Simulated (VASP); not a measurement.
Energy against volume of BaF2 (fluorite). Computed with MS2 meta-GGA, VASP's PBE PAW potentials (set 64) (plane waves; VASP). Run with 520 eV cut-off, 6×6×6 Γ-centred mesh, Gaussian smearing of 0.050 eV, potentials Ba_sv F.

```csv
V (Å³/atom),E (eV/atom)
19.443,-5.45374
20.045,-5.45765
20.646,-5.45500
21.247,-5.44673
```

Task: Fit these four points and predict the energy of the run at 18.842 Å³/atom.

Result: A cubic in V^(−2/3), the third-order Birch-Murnaghan form, passes through the four points with V0 = 20.09 Å³/atom and B0 = 58 GPa, and gives -5.4422 eV/atom there. The run gave -5.4418 eV/atom, +0.4 meV/atom from the fit; all five points give B0 = 58 GPa.

The compound is BaF2 in the fluorite structure. It was relaxed first.
